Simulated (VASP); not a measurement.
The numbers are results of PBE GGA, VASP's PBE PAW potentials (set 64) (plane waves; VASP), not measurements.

VASP input:

POSCAR:
```
Dy
3.66180
  0.5000000000  -0.8660254520   0.0000000000
  0.5000000000   0.8660254520   0.0000000000
  0.0000000000   0.0000000000   1.5738161560
Dy
2
Direct
  0.3333330000   0.6666670000   0.2500000000
  0.6666670000   0.3333330000   0.7500000000
```

**INCAR**
```
SYSTEM = Dy
PREC = Accurate; ENCUT = 400; LREAL = F
LASPH = T
EDIFF = 1E-6; NELM = 100; ALGO = Normal
IMIX = 4; AMIX = 1.0; BMIX = 3.0
LMAXMIX = 6
ISMEAR = 1; SIGMA = 0.1
GGA = PE
ISIF = 2
LWAVE = F; LCHARG = F
```

### KPOINTS
```
Automatic
0
gamma
10 10 6
0 0 0
```

POTCAR, in this order: Dy_3 (PBE.64 set). Program: vasp_std.

What VASP printed:

### OSZICAR
```
       N       E                     dE             d eps       ncg     rms          rms(c)
DAV:   1     0.387431765239E+02    0.38743E+02   -0.77629E+03  1464   0.101E+03
DAV:   2    -0.648750437978E+01   -0.45231E+02   -0.44375E+02  1486   0.263E+02
DAV:   3    -0.896222684482E+01   -0.24747E+01   -0.23047E+01  2041   0.347E+01
DAV:   4    -0.904788051122E+01   -0.85654E-01   -0.84230E-01  1872   0.735E+00
DAV:   5    -0.905162939451E+01   -0.37489E-02   -0.37468E-02  2194   0.100E+00    0.231E+01
DAV:   6    -0.904996715773E+01    0.16622E-02   -0.25567E-02  2174   0.151E+00    0.115E+01
DAV:   7    -0.905314825791E+01   -0.31811E-02   -0.34479E-02  2192   0.172E+00    0.187E-01
DAV:   8    -0.905336799554E+01   -0.21974E-03   -0.12273E-03  1931   0.297E-01    0.652E-02
DAV:   9    -0.905339235000E+01   -0.24354E-04   -0.48069E-05  2096   0.632E-02    0.928E-03
DAV:  10    -0.905339126851E+01    0.10815E-05   -0.77192E-07  1230   0.658E-03    0.227E-03
DAV:  11    -0.905339075537E+01    0.51314E-06   -0.10519E-07  1003   0.339E-03
   1 F= -.90533908E+01 E0= -.90544968E+01  d E =0.331802E-02
```

OUTCAR:
```
------------------------ aborting loop because EDIFF is reached ----------------------------------------
  FORCE on cell =-STRESS in cart. coord.  units (eV):
  Direction    XX          YY          ZZ          XY          YZ          ZX
  --------------------------------------------------------------------------------------
  Total       -0.5943532     -0.5943533     -1.1039233      0.0000000     -0.0000000      0.0000000
  in kB      -14.2294035    -14.2294051    -26.4290142      0.0000000     -0.0000000      0.0000000
  external PRESSURE =     -18.2959409 kB  Pullay stress =       0.0000000 kB
  volume of cell :       66.92
      direct lattice vectors                 reciprocal lattice vectors
     1.830900000 -3.171212000  0.000000000     0.273089737 -0.157668425  0.000000000
     1.830900000  3.171212000  0.000000000     0.273089737  0.157668425  0.000000000
     0.000000000  0.000000000  5.763000000     0.000000000  0.000000000  0.173520736
 POSITION                                       TOTAL-FORCE (eV/Angst)
 -----------------------------------------------------------------------------------
      1.83090      1.05707      1.44075         0.000000     -0.000000      0.000000
      1.83090     -1.05707      4.32225        -0.000000      0.000000      0.000000
 -----------------------------------------------------------------------------------
    total drift:                               -0.000004      0.000106     -0.000011
  FREE ENERGIE OF THE ION-ELECTRON SYSTEM (eV)
  ---------------------------------------------------
  free  energy   TOTEN  =        -9.0533907554 eV

  energy  without entropy=       -9.0567087788  energy(sigma->0) =       -9.05449676
```
(Selected blocks of OUTCAR.)

The 4f electrons are frozen in the core of the lanthanide potential, so 4f levels, which can set the real gap, and their magnetism are missing.

The compound is Dy in the hcp structure. The cell was not relaxed at this level. The run is one of a series of settings (AMIX = 1.0, BMIX = 3.0, IMIX = 4 against the base run), some of them coarse on purpose.
